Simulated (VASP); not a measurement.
OSZICAR of a VASP run on Pm (relaxed from the beta-Sn structure, space group I4_1/amd):

### OSZICAR
```
       N       E                     dE             d eps       ncg     rms          rms(c)
DAV:   1     0.772910345261E+02    0.77291E+02   -0.95733E+03  3780   0.107E+03
DAV:   2    -0.751545174437E+01   -0.84806E+02   -0.84240E+02  4767   0.246E+02
DAV:   3    -0.945225551728E+01   -0.19368E+01   -0.19150E+01  5082   0.307E+01
DAV:   4    -0.946987630930E+01   -0.17621E-01   -0.17589E-01  4459   0.363E+00
DAV:   5    -0.947013275831E+01   -0.25645E-03   -0.25643E-03  5068   0.396E-01    0.221E+01
DAV:   6    -0.944793568791E+01    0.22197E-01   -0.47471E-02  4116   0.140E+00    0.132E+01
DAV:   7    -0.944863221744E+01   -0.69653E-03   -0.57933E-02  4340   0.153E+00    0.427E-01
DAV:   8    -0.944748533294E+01    0.11469E-02   -0.60747E-03  4382   0.510E-01    0.574E-02
DAV:   9    -0.944749054319E+01   -0.52103E-05   -0.11793E-04  5152   0.790E-02    0.390E-02
DAV:  10    -0.944748828925E+01    0.22539E-05   -0.57316E-06  3843   0.142E-02    0.192E-02
DAV:  11    -0.944748888287E+01   -0.59362E-06   -0.96986E-07  3199   0.819E-03
   1 F= -.94474889E+01 E0= -.94476945E+01  d E =-.944749E+01
       N       E                     dE             d eps       ncg     rms          rms(c)
DAV:   1    -0.106856742719E+02   -0.12382E+01   -0.26557E+01  3780   0.415E+01    0.674E+00
DAV:   2    -0.976289584503E+01    0.92278E+00   -0.17205E+00  3892   0.978E+00    0.280E+00
DAV:   3    -0.952139576701E+01    0.24150E+00   -0.67468E-01  3941   0.610E+00    0.908E-01
DAV:   4    -0.951215951781E+01    0.92362E-02   -0.48037E-02  4935   0.175E+00    0.954E-01
DAV:   5    -0.951271444894E+01   -0.55493E-03   -0.30503E-03  4508   0.430E-01    0.214E-01
DAV:   6    -0.951265604970E+01    0.58399E-04   -0.63993E-04  4410   0.180E-01    0.197E-02
DAV:   7    -0.951265379817E+01    0.22515E-05   -0.15430E-05  4893   0.300E-02    0.146E-02
DAV:   8    -0.951265289247E+01    0.90570E-06   -0.15066E-06  3164   0.890E-03
   2 F= -.95126529E+01 E0= -.95126992E+01  d E =-.651640E-01
       N       E                     dE             d eps       ncg     rms          rms(c)
DAV:   1    -0.952026248407E+01   -0.76087E-02   -0.16536E-01  3787   0.330E+00    0.507E-01
DAV:   2    -0.951462442125E+01    0.56381E-02   -0.10714E-02  3955   0.760E-01    0.223E-01
DAV:   3    -0.951310811844E+01    0.15163E-02   -0.42041E-03  4067   0.479E-01    0.751E-02
DAV:   4    -0.951306160825E+01    0.46510E-04   -0.29367E-04  4963   0.136E-01    0.898E-02
DAV:   5    -0.951307217032E+01   -0.10562E-04   -0.14340E-05  5019   0.274E-02    0.157E-02
DAV:   6    -0.951307304253E+01   -0.87221E-06   -0.12893E-06  2947   0.821E-03
   3 F= -.95130730E+01 E0= -.95131289E+01  d E =-.655842E-01
       N       E                     dE             d eps       ncg     rms          rms(c)
DAV:   1    -0.953490459938E+01   -0.21832E-01   -0.77162E-01  3780   0.644E+00    0.760E-01
DAV:   2    -0.952029666421E+01    0.14608E-01   -0.36423E-02  4746   0.115E+00    0.332E-01
DAV:   3    -0.951641601706E+01    0.38806E-02   -0.11296E-02  4802   0.611E-01    0.292E-01
DAV:   4    -0.951640382322E+01    0.12194E-04   -0.44498E-04  4452   0.154E-01    0.101E-01
DAV:   5    -0.951638708738E+01    0.16736E-04   -0.73013E-05  4977   0.522E-02    0.815E-03
DAV:   6    -0.951638728827E+01   -0.20089E-06   -0.32240E-06  4273   0.123E-02
   4 F= -.95163873E+01 E0= -.95165541E+01  d E =-.331425E-02
       N       E                     dE             d eps       ncg     rms          rms(c)
DAV:   1    -0.953008651358E+01   -0.13699E-01   -0.53434E-01  3780   0.536E+00    0.636E-01
DAV:   2    -0.952012667589E+01    0.99598E-02   -0.25127E-02  4753   0.957E-01    0.271E-01
DAV:   3    -0.951740773675E+01    0.27189E-02   -0.79605E-03  4788   0.514E-01    0.234E-01
DAV:   4    -0.951740078744E+01    0.69493E-05   -0.31381E-04  4438   0.129E-01    0.854E-02
DAV:   5    -0.951738977195E+01    0.11015E-04   -0.48651E-05  4984   0.431E-02    0.688E-03
DAV:   6    -0.951738990395E+01   -0.13200E-06   -0.22742E-06  3778   0.104E-02
   5 F= -.95173899E+01 E0= -.95176702E+01  d E =-.431686E-02
```

Task: Which electronic solver shows in the log?

Result: It is blocked Davidson (ALGO = Normal, or the opening steps of other solvers). The INCAR had ALGO = Normal.

Task: Can the final energy be trusted as converged?

Result: The run converged. It stopped with EDIFF = 1E-6, NELM = 100, NSW = 60 and EDIFFG = -0.01 after 5 ionic steps (PBEsol GGA, plane waves, VASP's PBE PAW potentials (set 64)). The 4f electrons are frozen in the core of the lanthanide potential, so 4f levels, which can set the real gap, and their magnetism are missing. Energy and stress use the plane-wave basis of the starting cell.

The structure was generated: Pm was put into the beta-Sn type (I4_1/amd), which need not be its known phase. This run relaxes it. Symmetry was kept, so distortions that lower it aren't found.
